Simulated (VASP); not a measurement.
# TiO2 (Anatase): relaxation of cell and atoms with LDA

Crystal: TiO2 (Anatase).

```xyz
6
Lattice="-1.8921 1.8921 4.7573 1.8921 -1.8921 4.7573 1.8921 1.8921 -4.7573" Properties=species:S:1:pos:R:3 pbc="T T T"
Ti    0.0000    0.0000    0.0000
Ti    0.0000    1.8921    2.3786
O     0.0000    0.0000    1.9800
O     0.0000    1.8921    4.3586
O     0.0000    1.8921    0.3987
O     0.0000    0.0000    7.5346
```

- Program: VASP 6.6.1
- Task: relaxation of cell and atoms
- Functional: LDA
- Potentials or basis: VASP PAW LDA potentials, release 64 (Ti_sv, O)
- Cutoff: 600 eV
- k mesh: 6 × 6 × 6
- Occupations: gaussian, width 0.01 eV
- Spin: no spin polarisation
- Dipole correction: no
- Further INCAR settings: ALGO = Fast; EDIFF = 1e-06; IBRION = 2; EDIFFG = -0.02; NSW = 60; ISIF = 3

```yaml
Relaxed_volume: 11.05 Å³/atom
Relaxed_cell: a = 5.420 Å, b = 5.420 Å, c = 5.420 Å, α = 139.57°, β = 139.57°, γ = 58.50°
Space_group_after_relaxing_to_0.05_Å: I4_1/amd (No. 141)
Energy_gained_by_relaxing: 5.6 meV/atom
Ionic_steps: 6
Pressure_after_relaxing: 0.1 GPa
Band_gap_on_the_k_mesh: 2.09 eV, indirect (least direct gap 2.42 eV)
```

Step by step:
```
step  energy change (eV)  largest force (eV/Å)  pressure (GPa)  volume (Å³)
   1              0.0000                0.0904           -5.78        68.13
   2              0.0281                0.3174            8.77        64.17
   3             -0.0325                0.0746           -0.03        66.42
   4             -0.0325                0.0788            0.07        66.38
   5             -0.0333                0.0233            0.09        66.31
   6             -0.0334                0.0019            0.07        66.33
```

Final structure:
```xyz
6
Lattice="-1.8726 1.8726 4.7287 1.8726 -1.8726 4.7287 1.8726 1.8726 -4.7287" Properties=species:S:1:pos:R:3 pbc="T T T"
Ti    0.0000    0.0000    0.0000
Ti    0.0000    1.8726    2.3644
O     0.0000    0.0000    1.9687
O     0.0000    1.8726    4.3330
O     0.0000    1.8726    0.3957
O     1.8726    1.8726    2.7600
```

Levels at points of the mesh, in eV from the valence-band top:
```
           k point  band 22  band 23  band 24  band 25  band 26  band 27
(0.00, 0.00, 0.00)    -0.73    -0.47    -0.47     2.09     2.89     4.10
(0.50, 0.00, 0.00)    -0.99    -0.79    -0.61     3.30     3.64     3.66
(0.50, 0.50, 0.00)    -2.14     0.00     0.00     3.42     3.42     3.94
(0.50, 0.50, 0.50)    -1.25    -0.08    -0.08     2.48     2.48     3.88
```

It took 7.1 min on 1 thread of Intel(R) Xeon(R) Platinum 8559C (Emerald Rapids) (shared host), peak memory 0.28 GiB.

A k mesh can miss the band edges. Zero-point motion and thermal expansion aren't in these numbers.
